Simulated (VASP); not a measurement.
Calculation: PBE GGA, VASP's PBE PAW potentials (set 64) (plane waves; VASP).

The input files of a VASP run:

**KPOINTS**
```
Regular mesh
0
gamma
 4 4 6
0 0 0
```

**INCAR**
```
# general
SYSTEM = SiO2
PREC   = Accurate
ENCUT  = 400
LREAL  = .FALSE.   # projection in real space or not
LASPH  = .TRUE.

# electronic loop
EDIFF  = 1E-6   # SCF stop (eV)
NELM   = 100
ALGO   = Normal

# smearing
ISMEAR = 0
SIGMA  = 0.01

# functional
GGA    = PE

# ions
IBRION = 2
NSW    = 50   # most ionic steps
ISIF   = 3
EDIFFG = -0.01   # ionic stop

# output
LWAVE  = .FALSE.
LCHARG = .FALSE.
```

### POSCAR
```
SiO2
1
    4.1620530000     0.0000000000     0.0000000000
    0.0000000000     4.1620530000     0.0000000000
    0.0000000000     0.0000000000     2.6482390000
Si O
2 4
Direct
  0.5000000000   0.5000000000   0.5000000000
  0.0000000000   0.0000000000   0.0000000000
  0.6931600000   0.6931600000   0.0000000000
  0.3068400000   0.3068400000   0.0000000000
  0.8068400000   0.1931600000   0.5000000000
  0.1931600000   0.8068400000   0.5000000000
```

POTCAR, in this order: Si O (PBE.64 set). Program: vasp_std.

The run wrote:

File OSZICAR:
```
       N       E                     dE             d eps       ncg     rms          rms(c)
DAV:   1     0.145114360326E+03    0.14511E+03   -0.15973E+04   960   0.125E+03
DAV:   2    -0.447683342821E+02   -0.18988E+03   -0.18153E+03  1256   0.295E+02
DAV:   3    -0.507835870827E+02   -0.60153E+01   -0.59998E+01  1152   0.573E+01
DAV:   4    -0.508262112494E+02   -0.42624E-01   -0.42588E-01  1144   0.553E+00
DAV:   5    -0.508266687125E+02   -0.45746E-03   -0.45741E-03  1132   0.539E-01    0.178E+01
DAV:   6    -0.462380537825E+02    0.45886E+01   -0.17267E+01  1076   0.293E+01    0.818E+00
DAV:   7    -0.462424252262E+02   -0.43714E-02   -0.59856E-01  1136   0.535E+00    0.303E+00
DAV:   8    -0.462557655412E+02   -0.13340E-01   -0.21158E-02  1080   0.139E+00    0.109E+00
DAV:   9    -0.462616860713E+02   -0.59205E-02   -0.79927E-03  1128   0.914E-01    0.272E-01
DAV:  10    -0.462618994824E+02   -0.21341E-03   -0.42523E-04  1128   0.180E-01    0.327E-02
DAV:  11    -0.462618864653E+02    0.13017E-04   -0.74124E-05  1108   0.652E-02    0.659E-03
DAV:  12    -0.462618876672E+02   -0.12018E-05   -0.65621E-06  1104   0.201E-02    0.386E-03
DAV:  13    -0.462618876364E+02    0.30804E-07   -0.86339E-07   636   0.779E-03
   1 F= -.46261888E+02 E0= -.46261888E+02  d E =-.462619E+02
       N       E                     dE             d eps       ncg     rms          rms(c)
DAV:   1    -0.466151638537E+02   -0.35328E+00   -0.18537E+01  1060   0.371E+01    0.529E+00
DAV:   2    -0.462079757413E+02    0.40719E+00   -0.15542E+00  1080   0.960E+00    0.128E+00
DAV:   3    -0.461921937978E+02    0.15782E-01   -0.89456E-02  1080   0.209E+00    0.614E-01
DAV:   4    -0.461879732285E+02    0.42206E-02   -0.70250E-03  1088   0.675E-01    0.239E-01
DAV:   5    -0.461873902315E+02    0.58300E-03   -0.12022E-03  1096   0.263E-01    0.524E-02
DAV:   6    -0.461873919635E+02   -0.17320E-05   -0.32993E-05  1068   0.464E-02    0.312E-02
DAV:   7    -0.461873875852E+02    0.43784E-05   -0.79337E-06  1092   0.241E-02    0.833E-03
DAV:   8    -0.461873869494E+02    0.63578E-06   -0.13147E-06   624   0.882E-03
   2 F= -.46187387E+02 E0= -.46187387E+02  d E =0.745007E-01
       N       E                     dE             d eps       ncg     rms          rms(c)
DAV:   1    -0.464760972997E+02   -0.28871E+00   -0.81243E+00  1052   0.252E+01    0.357E+00
DAV:   2    -0.463001406574E+02    0.17596E+00   -0.66144E-01  1076   0.630E+00    0.874E-01
DAV:   3    -0.462925876337E+02    0.75530E-02   -0.43263E-02  1068   0.149E+00    0.342E-01
DAV:   4    -0.462907502919E+02    0.18373E-02   -0.35834E-03  1072   0.496E-01    0.134E-01
DAV:   5    -0.462905422233E+02    0.20807E-03   -0.53753E-04  1116   0.178E-01    0.398E-02
DAV:   6    -0.462905477384E+02   -0.55151E-05   -0.16374E-05  1052   0.346E-02    0.183E-02
DAV:   7    -0.462905521412E+02   -0.44028E-05   -0.61229E-06  1032   0.194E-02    0.365E-03
DAV:   8    -0.462905522654E+02   -0.12419E-06   -0.68416E-07   572   0.637E-03
   3 F= -.46290552E+02 E0= -.46290552E+02  d E =-.286646E-01
       N       E                     dE             d eps       ncg     rms          rms(c)
DAV:   1    -0.462905771876E+02   -0.25046E-04   -0.87233E-04  1072   0.259E-01    0.375E-02
DAV:   2    -0.462905581164E+02    0.19071E-04   -0.73117E-05  1080   0.663E-02    0.927E-03
DAV:   3    -0.462905573176E+02    0.79885E-06   -0.46021E-06  1004   0.154E-02
   4 F= -.46290557E+02 E0= -.46290557E+02  d E =-.286697E-01
       N       E                     dE             d eps       ncg     rms          rms(c)
DAV:   1    -0.462925013095E+02   -0.19432E-02   -0.14284E-01  1032   0.324E+00    0.256E-01
DAV:   2    -0.462918014459E+02    0.69986E-03   -0.42358E-03  1116   0.531E-01    0.129E-01
DAV:   3    -0.462914142793E+02    0.38717E-03   -0.51456E-04  1104   0.199E-01    0.331E-02
DAV:   4    -0.462913912974E+02    0.22982E-04   -0.85118E-05  1116   0.756E-02    0.737E-03
DAV:   5    -0.462913914258E+02   -0.12832E-06   -0.25287E-06   808   0.137E-02
   5 F= -.46291391E+02 E0= -.46291391E+02  d E =-.834108E-03
       N       E                     dE             d eps       ncg     rms          rms(c)
DAV:   1    -0.462913966330E+02   -0.53355E-05   -0.38828E-04  1072   0.169E-01    0.129E-02
DAV:   2    -0.462913950004E+02    0.16326E-05   -0.12270E-05  1108   0.286E-02    0.644E-03
DAV:   3    -0.462913939781E+02    0.10223E-05   -0.12764E-06   596   0.103E-02    0.165E-03
DAV:   4    -0.462913939458E+02    0.32311E-07   -0.29121E-07   516   0.468E-03
   6 F= -.46291394E+02 E0= -.46291394E+02  d E =-.836628E-03
       N       E                     dE             d eps       ncg     rms          rms(c)
DAV:   1    -0.462913852389E+02    0.87392E-05   -0.14185E-02   988   0.101E+00    0.315E-02
DAV:   2    -0.462914081311E+02   -0.22892E-04   -0.33298E-04  1120   0.141E-01    0.127E-02
DAV:   3    -0.462914046591E+02    0.34720E-05   -0.56763E-06  1112   0.227E-02    0.637E-03
DAV:   4    -0.462914039766E+02    0.68244E-06   -0.26607E-06   768   0.152E-02
   7 F= -.46291404E+02 E0= -.46291404E+02  d E =-.100308E-04
       N       E                     dE             d eps       ncg     rms          rms(c)
DAV:   1    -0.462914080601E+02   -0.34011E-05   -0.22903E-03   976   0.406E-01    0.123E-02
DAV:   2    -0.462914121916E+02   -0.41314E-05   -0.54939E-05  1120   0.574E-02    0.509E-03
DAV:   3    -0.462914116666E+02    0.52497E-06   -0.81115E-07   588   0.911E-03
   8 F= -.46291412E+02 E0= -.46291412E+02  d E =-.177208E-04
```

**OUTCAR**
```
------------------------ aborting loop because EDIFF is reached ----------------------------------------
  FORCE on cell =-STRESS in cart. coord.  units (eV):
  Direction    XX          YY          ZZ          XY          YZ          ZX
  --------------------------------------------------------------------------------------
  Total       -0.0117705     -0.0117705     -0.0227356      0.0000000      0.0000000      0.0000000
  in kB       -0.4038277     -0.4038277     -0.7800245      0.0000000      0.0000000      0.0000000
  external PRESSURE =      -0.5292266 kB  Pullay stress =       0.0000000 kB
  volume of cell :       46.70
      direct lattice vectors                 reciprocal lattice vectors
     4.176347853  0.000000000  0.000000000     0.239443656 -0.000000000  0.000000000
     0.000000000  4.176347853  0.000000000    -0.000000000  0.239443656  0.000000000
     0.000000000  0.000000000  2.677415276     0.000000000  0.000000000  0.373494545
 POSITION                                       TOTAL-FORCE (eV/Angst)
 -----------------------------------------------------------------------------------
      2.08817      2.08817      1.33871        -0.000000      0.000000      0.000000
      0.00000      0.00000      0.00000         0.000000      0.000000      0.000000
      2.90027      2.90027      0.00000         0.000571      0.000571     -0.000000
      1.27608      1.27608      0.00000        -0.000571     -0.000571      0.000000
      3.36425      0.81210      1.33871        -0.000571      0.000571     -0.000000
      0.81210      3.36425      1.33871         0.000571     -0.000571      0.000000
 -----------------------------------------------------------------------------------
    total drift:                                0.000000      0.000000      0.000000
  FREE ENERGIE OF THE ION-ELECTRON SYSTEM (eV)
  ---------------------------------------------------
  free  energy   TOTEN  =       -46.2914116666 eV

  energy  without entropy=      -46.2914116666  energy(sigma->0) =      -46.29141167

 reached required accuracy - stopping structural energy minimisation
```
(Selected blocks of OUTCAR.)

### CONTCAR
```
SiO2
   1.00000000000000
     4.1763478534106264    0.0000000000000000    0.0000000000000000
     0.0000000000000000    4.1763478534106264    0.0000000000000000
     0.0000000000000000    0.0000000000000000    2.6774152755898259
  Si              O
     2     4
Direct
     0.5000000000000000    0.5000000000000000    0.5000000000000000
     0.0000000000000000    0.0000000000000000    0.0000000000000000
     0.6944514283601787    0.6944514283601787    0.0000000000000000
     0.3055485716398214    0.3055485716398214    0.0000000000000000
     0.8055485716398213    0.1944514283601786    0.5000000000000000
     0.1944514283601786    0.8055485716398213    0.5000000000000000
```

**OUTCAR**
```
 val. band max:        8.2139268586   @ k =   0.0000   0.0000   0.0000

 cond. band min:      13.7224132941   @ k =   0.0000   0.0000   0.0000


 Fermi energy:         8.3098049844

 k-point     1 :       0.0000    0.0000    0.0000
  band No.  band energies     occupation
      1     -14.3393      2.00000
      2     -10.7241      2.00000
      3     -10.7241      2.00000
      4     -10.4564      2.00000
      5      -2.6985      2.00000
      6       1.7846      2.00000
      7       1.7846      2.00000
      8       1.9708      2.00000
      9       2.7708      2.00000
     10       3.1299      2.00000
     11       5.0582      2.00000
     12       5.0582      2.00000
     13       5.6901      2.00000
     14       7.3313      2.00000
     15       7.3313      2.00000
     16       8.2139      2.00000
     17      13.7224      0.00000
     18      14.8595      0.00000
     19      16.6221      0.00000
     20      16.6221      0.00000

 k-point     2 :       0.2500    0.0000    0.0000
  band No.  band energies     occupation
      1     -14.0150      2.00000
      2     -11.8108      2.00000
      3     -10.5653      2.00000
      4     -10.0393      2.00000
      5      -2.2550      2.00000
      6       0.4819      2.00000
      7       2.0983      2.00000
      8       2.9262      2.00000
      9       3.0159      2.00000
     10       4.0101      2.00000
     11       4.5381      2.00000
     12       5.1950      2.00000
     13       5.7280      2.00000
     14       6.1300      2.00000
     15       7.2319      2.00000
     16       7.7489      2.00000
     17      14.6160      0.00000
     18      15.3817      0.00000
     19      16.7952      0.00000
     20      16.8572      0.00000

 k-point     3 :       0.5000    0.0000    0.0000
  band No.  band energies     occupation
      1     -13.0994      2.00000
      2     -13.0994      2.00000
      3     -10.2037      2.00000
      4     -10.2037      2.00000
      5      -1.1110      2.00000
...
```

At this cut-off the stress carries a Pulay error, which pulls relaxed volumes low.

The structure comes from a computed database's SiO2 entry; how it stands against other phases isn't given here. This run relaxes it. Symmetry was kept, so distortions that lower it aren't found. The run is one of a series of settings (EDIFFG = -0.01, IBRION = 2, ISIF = 3, NSW = 50 against the base run), some of them coarse on purpose.
